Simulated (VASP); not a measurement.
# RPA total energies of SnSe2, part 2 of 4

How do semilocal functionals compare with the RPA for SnSe2, and at what cost? The scan starts from a database cell scaled to its smallest volume. The cell is of the CdI2 type. Left out of this account: 1 further run (self-consistent run: 1). The start is a cell from a database of measured crystal structures.

VASP 6.6.1, plane waves and PAW; the level of theory is named at each step.

So far. Step 3 (Exact exchange, volume ratio 0.92): The Hartree-Fock energy on these orbitals is -7.9637 eV an atom. Step 4 (Empty bands, volume ratio 0.92): WAVECAR now holds 852 bands for 26 electrons.

**5. RPA correlation, volume ratio 0.92**

This step: RPA correlation on LDA orbitals; plane waves and PAW (Sn_d_GW, Se_GW) (VASP 6.6.1).

The RPA correlation energy follows from the response function on imaginary frequencies; VASP computes it for a row of response cutoffs and extrapolates.

Input file INCAR:

```
SYSTEM = SnSe2
PREC = Accurate
ENCUT = 300
ISMEAR = 0
SIGMA = 0.05
LREAL = .FALSE.
GGA = CA
NBANDS = 852
ALGO = ACFDT
ENCUTGW = 200
NOMEGA = 12
PRECFOCK = Fast
LWAVE = .FALSE.
LCHARG = .FALSE.
```

Input file POSCAR:

```
SnSe2
1.0
    3.7065360167      0.0000000000      0.0000000000
   -1.8532680084      3.2099543505      0.0000000000
    0.0000000000      0.0000000000      5.9678050377
Sn Se
1 2
Direct
    0.0000000000      0.0000000000      0.0000000000
    0.6666666667      0.3333333333      0.7510000000
    0.3333333333      0.6666666667      0.2490000000
```

Input file KPOINTS:

```
Automatic mesh
0
Gamma
4 4 3
0 0 0
```

PAW data sets: Sn_d_GW and Se_GW (LDA family, release 64).

The run is started by

```console
> mpirun -np 4 vasp_std
```

Output:

```text
[banner, memory and clock lines left out]
running    4 mpi-ranks, on    1 nodes
 distrk:  each k-point on    4 cores,    1 groups
 distr:  one band on    1 cores,    4 groups

 POSCAR found type information on POSCAR SnSe
 POSCAR found :  2 types and       3 ions
 LDA part: xc-table for (Slater(with rela. corr.)+CA(PZ))
 , standard interpolation
 found WAVECAR, reading the header
 POSCAR, INCAR and KPOINTS ok, starting setup
 FFT: planning ... GRIDC
 FFT: planning ... GRID_SOFT
 FFT: planning ... GRID
 reading WAVECAR
 the WAVECAR file was read successfully
 initial charge from wavefunction
 available memory per node:     96.34 GB, setting MAXMEM to     98647

 The Fermi energy was updated, please check that it is located mid-gap
 values below the HOMO (VB) or above the LUMO (CB) will cause erroneous energies
 E-fermi :   4.5524

 the WAVEDER file was read successfully
 set NWRITE>2 for more details about minimax calculation
 number of imaginary grid points requested:      12
 number of distinct grids requested:  1
 quadrature errors minimized for energies in [ 0.690E+00, 0.314E+03 ]
 bosonic grid (T=0, re) determined with error: 0.2847E-06
 bosonic grid (re): 0.2847E-06
       0.1709       0.5601       1.1099       1.9954       3.5236
       6.2680      11.3450      21.0062      39.9808      78.8488
     165.1631     416.6679
energies w=
    0.000    0.171    0.000    0.560    0.000    1.110    0.000    1.995
    0.000    3.524    0.000    6.268    0.000   11.345    0.000   21.006
    0.000   39.981    0.000   78.849    0.000  165.163    0.000  416.668
 responsefunction array rank=     472
 LDA part: xc-table for (Slater(with rela. corr.)+CA(PZ))
 , standard interpolation

 min. memory requirement per mpi rank    256.3 MB, per node   1025.2 MB

 allocating   3 responsefunctions rank=   472
 shmem allocating  12 responsefunctions rank=   472
 response function shared by NCSHMEM nodes    1
 Doing            3  frequencies on each core in blocks of           12
NQ=   1    0.0000    0.0000    0.0000,
|.........|.........|.........|.........
 performed       6205000 updates of chi_q(r,r)
 total number of BLAS operations      10642.71 Gflops
NQ=   2    0.2500   -0.0000    0.0000,
|.........|.........|.........|.........
 performed      12410000 updates of chi_q(r,r)
 total number of BLAS operations      20740.90 Gflops
NQ=   3    0.5000   -0.0000    0.0000,
|.........|.........|.........|.........
 performed      18615000 updates of chi_q(r,r)
 total number of BLAS operations      31246.14 Gflops
NQ=   4    0.2500    0.2500    0.0000,
|.........|.........|.........|.........
 performed      24820000 updates of chi_q(r,r)
 total number of BLAS operations      41660.22 Gflops
NQ=   5    0.0000    0.0000    0.3333,
|.........|.........|.........|.........
 performed      31025000 updates of chi_q(r,r)
 total number of BLAS operations      52627.18 Gflops
NQ=   6    0.2500   -0.0000    0.3333,
|.........|.........|.........|.........
 performed      37230000 updates of chi_q(r,r)
 total number of BLAS operations      62905.28 Gflops
NQ=   7    0.0000    0.2500    0.3333,
|.........|.........|.........|.........
 performed      43435000 updates of chi_q(r,r)
 total number of BLAS operations      73183.39 Gflops
NQ=   8    0.5000   -0.0000    0.3333,
|.........|.........|.........|.........
 performed      49640000 updates of chi_q(r,r)
 total number of BLAS operations      83506.72 Gflops
NQ=   9    0.2500    0.2500    0.3333,
|.........|.........|.........|.........
 performed      55845000 updates of chi_q(r,r)
 total number of BLAS operations      93649.74 Gflops
 entering main loop
```

Wall time 12 min (4 MPI ranks of Intel Xeon 6975P-C (Granite Rapids), shared host); peak memory 1.4 GiB.

Parts of OUTCAR (step 5):

```text
   k-points           NKPTS =      9   k-points in BZ     NKDIM =     48   number of bands    NBANDS=    852

   NELECT =      26.0000    total number of electrons

 E-fermi :   4.5524

 Hartree contr. to MP2           -6.966678      0.000000

 Hartree contr. to MP2           -7.011866      0.000000

 Hartree contr. to MP2           -6.161695      0.000000

 Hartree contr. to MP2          -12.496287      0.000000

      cutoff energy     smooth cutoff   RPA   correlation   Hartree contr. to MP2

      cutoff energy     smooth cutoff   RPA   correlation   Hartree contr. to MP2
---------------------------------------------------------------------------------
            200.000           160.000      -33.8804679813      -54.2401427757
            190.476           152.381      -33.6722645953      -53.9887064831
            181.406           145.125      -33.4451836699      -53.7118606601
            172.768           138.214      -33.2014365844      -53.4119280558
            164.541           131.632      -32.9376272881      -53.0843800786
            156.705           125.364      -32.6538671670      -52.7293630256
            149.243           119.394      -32.3530337297      -52.3500328283
            142.136           113.709      -32.0311844126      -51.9415335055
  linear regression

  converged value                          -36.6500970844      -57.6932005201

[... 7 parts as in an earlier step ...]

[... 2 further parts left out ...]
```

This step gave:

| Quantity | Value |
| --- | --- |
| RPA correlation energy | -36.65 eV |

The correlation energy is -12.217 eV an atom. With exact exchange the total is -20.1804 eV an atom.

**6. Comparison: r2SCAN, volume ratio 0.92**

This step: r2SCAN; plane waves and PAW (Sn_d_GW, Se_GW) (VASP 6.6.1).

For comparison the same cell is computed with r2SCAN.

Input file INCAR:

```
SYSTEM = SnSe2
PREC = Accurate
ENCUT = 300
EDIFF = 1E-06
NELM = 100
ISMEAR = 0
SIGMA = 0.05
LREAL = .FALSE.
ALGO = Normal
METAGGA = R2SCAN
LASPH = .TRUE.
NBANDS = 19
LWAVE = .FALSE.
LCHARG = .FALSE.
KPAR = 4
```

POSCAR is that of step 5.

KPOINTS is that of step 5.

The run is started by

```console
> mpirun -np 4 vasp_std
```

Output:

```text
[banner, memory and clock lines left out]
running    4 mpi-ranks, on    1 nodes
 distrk:  each k-point on    1 cores,    4 groups
 distr:  one band on    1 cores,    1 groups

 POSCAR found type information on POSCAR SnSe
 POSCAR found :  2 types and       3 ions
|                                                                             |
|               ----> ADVICE to this user running VASP <----                  |
|                                                                             |
|     You enforced a specific xc type in the INCAR file but a different       |
|     [... a line on the potential file left out ...]
|     I HOPE YOU KNOW WHAT YOU ARE DOING!                                     |
|                                                                             |

 LDA part: xc-table for (None), standard interpolation
 POSCAR, INCAR and KPOINTS ok, starting setup
 FFT: planning ... GRIDC
 FFT: planning ... GRID_SOFT
 FFT: planning ... GRID
 WAVECAR not read
 entering main loop
       N       E                     dE             d eps       ncg     rms          rms(c)
DAV:   1    -0.579879E+03   -0.57988E+03   -0.83703E+03   508   0.385E+03
DAV:   2    -0.719171E+03   -0.13929E+03   -0.13496E+03   572   0.651E+02
DAV:   3    -0.730078E+03   -0.10906E+02   -0.10864E+02   550   0.952E+01
DAV:   4    -0.730267E+03   -0.18919E+00   -0.18883E+00   500   0.110E+01
DAV:   5    -0.730280E+03   -0.12815E-01   -0.12814E-01   596   0.327E+00    0.102E+01
DAV:   6    -0.725630E+03    0.46502E+01   -0.14683E+00   508   0.579E+01    0.606E+00
DAV:   7    -0.725607E+03    0.22822E-01   -0.40532E-01   476   0.125E+01    0.192E+00
DAV:   8    -0.725611E+03   -0.48112E-02   -0.18321E-02   420   0.151E+00    0.396E-01
DAV:   9    -0.725609E+03    0.20319E-02   -0.71408E-03   468   0.186E+00    0.114E-01
DAV:  10    -0.725610E+03   -0.73988E-04   -0.73553E-04   484   0.508E-01    0.330E-02
DAV:  11    -0.725610E+03   -0.46516E-05   -0.57883E-05   540   0.161E-01    0.153E-02
DAV:  12    -0.725610E+03   -0.16733E-05   -0.50274E-06   459   0.321E-02    0.328E-03
DAV:  13    -0.725610E+03    0.31528E-06   -0.25215E-07   251   0.227E-02
   1 F= -.72560954E+03 E0= -.72560954E+03  d E =-.713201E-11
```

Elapsed: 14 s, on 4 MPI ranks; peak memory 0.6 GiB; 52 s of CPU time.

OUTCAR, selected parts (step 6):

```text
   NELECT =      26.0000    total number of electrons

 E-fermi :   4.3902

 k-point     1 :       0.0000    0.0000    0.0000
  band No.  band energies     occupation
    ...
      9       3.3279      2.00000
     10       3.3279      2.00000
     11       3.6899      2.00000
     12       3.6899      2.00000
     13       4.1767      2.00000
     14       6.1530      0.00000
     15       7.6594      0.00000
     16       9.3602      0.00000
     17       9.3602      0.00000
     18      13.0116      0.00000
    ...

  Total        5.2304148      5.2304148      5.1346137     -0.0000000      0.0000000      0.0000000
  in kB      118.0225539    118.0225539    115.8608336     -0.0000000      0.0000000      0.0000000
  external PRESSURE =     117.3019804 kB  Pullay stress =       0.0000000 kB

 POSITION                                       TOTAL-FORCE (eV/Angst)
 -----------------------------------------------------------------------------------
      0.00000      0.00000      0.00000        -0.000000      0.000000      0.000000
      1.85327      1.06998      4.48182        -0.000000      0.000000     -1.373905
     -0.00000      2.13997      1.48598         0.000000     -0.000000      1.373905
 -----------------------------------------------------------------------------------
    total drift:                                0.000000      0.000000      0.000000

  FREE ENERGIE OF THE ION-ELECTRON SYSTEM (eV)
  ---------------------------------------------------
  free  energy   TOTEN  =      -725.6095398641 eV

  energy  without entropy=     -725.6095398641  energy(sigma->0) =     -725.60953986

[... 8 parts as in an earlier step ...]

[... 8 further parts left out ...]
```

Numbers from this step:

```
free energy (TOTEN)            : -725.6095 eV
Fermi energy                   : 4.390 eV
pressure                       : 11.73 GPa
gap on the k-mesh              : 1.149 eV
least direct gap on the k-mesh : 1.870 eV
```

Its energy is -241.8698 eV an atom, on a zero of its own.

**7. Orbitals for comparison: HSE06, volume ratio 0.92**

This step: LDA; plane waves and PAW (Sn_d_GW, Se_GW) (VASP 6.6.1).

A hybrid converges faster from good orbitals, so a cheap LDA run writes WAVECAR first.

Input file INCAR:

```
SYSTEM = SnSe2
PREC = Accurate
ENCUT = 300
EDIFF = 1E-05
NELM = 100
ISMEAR = 0
SIGMA = 0.05
LREAL = .FALSE.
ALGO = Normal
GGA = CA
NBANDS = 19
LORBIT = 11
LWAVE = .TRUE.
LCHARG = .FALSE.
KPAR = 4
```

POSCAR is that of step 6.

KPOINTS is that of step 6.

The run is started by

```console
> mpirun -np 4 vasp_std
```

Output:

```text
[... set-up lines as in an earlier step ...]
 entering main loop
       N       E                     dE             d eps       ncg     rms          rms(c)
[... 10 cycles as in an earlier step ...]
DAV:  11    -0.134352E+02   -0.16683E-06   -0.80809E-06   256   0.588E-02
   1 F= -.13435187E+02 E0= -.13435187E+02  d E =-.271026E-13
 writing wavefunctions
```

Elapsed: 2.4 s, on 4 MPI ranks; peak memory 0.54 GiB.

From OUTCAR (step 7):

```text
   NELECT =      26.0000    total number of electrons

 E-fermi :   4.4514

 k-point     1 :       0.0000    0.0000    0.0000
  band No.  band energies     occupation
    ...
      9       3.3734      2.00000
     10       3.3734      2.00000
     11       3.7559      2.00000
     12       3.7559      2.00000
     13       4.2075      2.00000
     14       5.4778      0.00000
     15       6.9931      0.00000
     16       8.8517      0.00000
     17       8.8517      0.00000
     18      12.3012      0.00000
    ...

  Total        3.7724150      3.7724150      3.6608505     -0.0000000      0.0000000      0.0000000
  in kB       85.1232768     85.1232768     82.6058614     -0.0000000      0.0000000      0.0000000
  external PRESSURE =      84.2841384 kB  Pullay stress =       0.0000000 kB

 POSITION                                       TOTAL-FORCE (eV/Angst)
 -----------------------------------------------------------------------------------
      0.00000      0.00000      0.00000         0.000000      0.000000      0.000000
      1.85327      1.06998      4.48182         0.000000      0.000000     -1.301686
     -0.00000      2.13997      1.48598        -0.000000     -0.000000      1.301686
 -----------------------------------------------------------------------------------
    total drift:                                0.000000      0.000000      0.000000

  FREE ENERGIE OF THE ION-ELECTRON SYSTEM (eV)
  ---------------------------------------------------
  free  energy   TOTEN  =       -13.4351870655 eV

  energy  without entropy=      -13.4351870655  energy(sigma->0) =      -13.43518707

[... 9 parts as in an earlier step ...]

[... 8 further parts left out ...]
```

Read from the output:

```
free energy (TOTEN)            : -13.44 eV
Fermi energy                   : 4.451 eV
pressure                       : 8.428 GPa
gap on the k-mesh              : 0.6896 eV
least direct gap on the k-mesh : 1.270 eV
```

The run ends at a pressure of 8.43 GPa, with forces up to 1.3 eV/Å.

**8. Comparison: HSE06, volume ratio 0.92**

This step: HSE06; plane waves and PAW (Sn_d_GW, Se_GW) (VASP 6.6.1).

For comparison the same cell is computed with HSE06.

Input file INCAR:

```
SYSTEM = SnSe2
PREC = Accurate
ENCUT = 300
EDIFF = 1E-06
NELM = 100
ISMEAR = 0
SIGMA = 0.05
LREAL = .FALSE.
ALGO = Normal
LHFCALC = .TRUE.
AEXX = 0.25
GGA = PE
HFSCREEN = 0.2
LASPH = .TRUE.
NBANDS = 19
PRECFOCK = Fast
LWAVE = .FALSE.
LCHARG = .FALSE.
KPAR = 4
```

POSCAR is that of step 7.

KPOINTS is that of step 7.

The run starts from files that an earlier step left in the folder.

The run is started by

```console
> mpirun -np 4 vasp_std
```

Output:

```text
[banner, memory and clock lines left out]
running    4 mpi-ranks, on    1 nodes
 distrk:  each k-point on    1 cores,    4 groups
 distr:  one band on    1 cores,    1 groups

 POSCAR found type information on POSCAR SnSe
 POSCAR found :  2 types and       3 ions
 [... a notice as in an earlier step ...]

 LDA part: xc-table for (Slater+PW92), standard interpolation
 found WAVECAR, reading the header
 POSCAR, INCAR and KPOINTS ok, starting setup
 FFT: planning ... GRIDC
 FFT: planning ... GRID_SOFT
 FFT: planning ... GRID
 reading WAVECAR
 the WAVECAR file was read successfully
 initial charge from wavefunction
 entering main loop
       N       E                     dE             d eps       ncg     rms          rms(c)
DAV:   1    -0.141639E+02   -0.14164E+02   -0.14157E+00   462   0.390E+01    0.982E-01
DAV:   2    -0.141759E+02   -0.12033E-01   -0.87115E-02   476   0.407E+00    0.902E-01
DAV:   3    -0.141712E+02    0.46821E-02   -0.94108E-03   540   0.261E+00    0.598E-01
DAV:   4    -0.141702E+02    0.10327E-02   -0.19584E-03   492   0.123E+00    0.370E-01
DAV:   5    -0.141699E+02    0.24947E-03   -0.34034E-04   476   0.579E-01    0.223E-01
DAV:   6    -0.141699E+02    0.78461E-04   -0.72520E-05   468   0.251E-01    0.132E-01
DAV:   7    -0.141698E+02    0.20709E-04   -0.24905E-05   468   0.941E-02    0.774E-02
DAV:   8    -0.141698E+02    0.44419E-05   -0.61647E-06   457   0.367E-02    0.462E-02
DAV:   9    -0.141698E+02    0.55685E-06   -0.14534E-06   336   0.193E-02
   1 F= -.14169831E+02 E0= -.14169831E+02  d E =-.169924E-13
```

It took 64 s on 4 MPI ranks; peak memory 0.97 GiB.

From OUTCAR (step 8):

```text
   k-points           NKPTS =      9   k-points in BZ     NKDIM =     48   number of bands    NBANDS=     19

   NELECT =      26.0000    total number of electrons

  exchange ACFDT corr.  =         0.00000000  see jH, gK, PRB 81, 115126

 E-fermi :   4.1171

 k-point     1 :       0.0000    0.0000    0.0000
  band No.  band energies     occupation
    ...
      9       3.0088      2.00000
     10       3.0088      2.00000
     11       3.4226      2.00000
     12       3.4226      2.00000
     13       3.8708      2.00000
     14       6.2578      0.00000
     15       7.7237      0.00000
     16       9.6524      0.00000
     17       9.6524      0.00000
     18      13.1059      0.00000
    ...

 POSITION                                       TOTAL-FORCE (eV/Angst)
 -----------------------------------------------------------------------------------
      0.00000      0.00000      0.00000         0.000000      0.000000      0.000000
      1.85327      1.06998      4.48182        -0.000000      0.000000     -1.188546
     -0.00000      2.13997      1.48598         0.000000     -0.000000      1.188546
 -----------------------------------------------------------------------------------
    total drift:                                0.000001     -0.000003      0.000083

  FREE ENERGIE OF THE ION-ELECTRON SYSTEM (eV)
  ---------------------------------------------------
  free  energy   TOTEN  =       -14.1698314634 eV

  energy  without entropy=      -14.1698314634  energy(sigma->0) =      -14.16983146

[... 7 parts as in an earlier step ...]

[... 8 further parts left out ...]
```

The k-mesh is coarse for exact exchange; levels may shift by about 0.1 eV on a finer one.

This step gave:

| Property | Result |
| --- | --- |
| free energy (TOTEN) | -14.17 eV |
| Fermi energy | 4.117 eV |
| gap on the k-mesh | 1.603 eV |
| least direct gap on the k-mesh | 2.292 eV |

Its energy is -4.7233 eV an atom, on a zero of its own.

**9. Orbitals, volume ratio 0.96**

This step: LDA; plane waves and PAW (Sn_d_GW, Se_GW) (VASP 6.6.1).

The same chain follows at a volume ratio of 0.96.

Input file INCAR:

```
SYSTEM = SnSe2
PREC = Accurate
ENCUT = 300
EDIFF = 1E-08
NELM = 100
ISMEAR = 0
SIGMA = 0.05
LREAL = .FALSE.
ALGO = Normal
GGA = CA
NBANDS = 19
LORBIT = 11
LWAVE = .TRUE.
LCHARG = .FALSE.
KPAR = 4
```

Input file POSCAR:

```
SnSe2
1.0
    3.7594936861      0.0000000000      0.0000000000
   -1.8797468431      3.2558170375      0.0000000000
    0.0000000000      0.0000000000      6.0530709152
Sn Se
1 2
Direct
    0.0000000000      0.0000000000      0.0000000000
    0.6666666667      0.3333333333      0.7510000000
    0.3333333333      0.6666666667      0.2490000000
```

KPOINTS is that of step 8.

The run is started by

```console
> mpirun -np 4 vasp_std
```

Output:

```text
[... set-up lines as in an earlier step ...]
 entering main loop
       N       E                     dE             d eps       ncg     rms          rms(c)
DAV:   1     0.138644E+03    0.13864E+03   -0.82438E+03   489   0.372E+03
DAV:   2    -0.163614E+01   -0.14028E+03   -0.13623E+03   580   0.669E+02
DAV:   3    -0.136796E+02   -0.12043E+02   -0.11987E+02   544   0.107E+02
DAV:   4    -0.139089E+02   -0.22934E+00   -0.22895E+00   508   0.124E+01
[...]
DAV:  11    -0.135655E+02   -0.53696E-06   -0.13583E-05   521   0.531E-02    0.641E-03
DAV:  12    -0.135655E+02   -0.79892E-07   -0.10733E-06   462   0.183E-02    0.114E-03
DAV:  13    -0.135655E+02    0.53296E-08   -0.89092E-08   533   0.494E-03
   1 F= -.13565489E+02 E0= -.13565489E+02  d E =-.395002E-18
 writing wavefunctions
```

Run time: 3.2 s. Hardware: 4 MPI ranks; peak memory 0.53 GiB; 9 s of CPU time.

From OUTCAR (step 9):

```text
  Total        1.9824015      1.9824015      2.0307920     -0.0000000      0.0000000      0.0000000
  in kB       42.8683817     42.8683817     43.9148004     -0.0000000      0.0000000      0.0000000
  external PRESSURE =      43.2171879 kB  Pullay stress =       0.0000000 kB

 POSITION                                       TOTAL-FORCE (eV/Angst)
 -----------------------------------------------------------------------------------
      0.00000      0.00000      0.00000         0.000000      0.000000      0.000000
      1.87975      1.08527      4.54586         0.000000      0.000000     -0.815228
     -0.00000      2.17054      1.50721        -0.000000     -0.000000      0.815228
 -----------------------------------------------------------------------------------
    total drift:                                0.000000      0.000000      0.000000

  FREE ENERGIE OF THE ION-ELECTRON SYSTEM (eV)
  ---------------------------------------------------
  free  energy   TOTEN  =       -13.5654889417 eV

  energy  without entropy=      -13.5654889417  energy(sigma->0) =      -13.56548894

[... 1 part as in an earlier step ...]

[... 2 further parts left out ...]
[key lines of the parts left out:]
E-fermi :   4.0285
```

The run ends at a pressure of 4.32 GPa, with forces up to 0.82 eV/Å.

[end of part 2 of 4]

[Long decimals in the printed logs are rounded to 6 places.]

[Lines on the potential files, build, host, timing and source positions are cut from VASP's logs without a mark.]

[Logs are printed without paths, hosts, clocks, repeated set-up lines and the standing remarks that a program may print on its own settings, such as how far it seeks lower states.]

[Hosts, paths, dates, database ids (printed as entryN), source tags and the programs' standing remarks are cut or masked in the printed files.]

[Measured values are set beside computed ones only where the two were judged alike; some that the calculation misses by far are left out.]

[Pressures printed for these runs are not shown converged in the cutoff: they can be off by several GPa and have the wrong sign.]
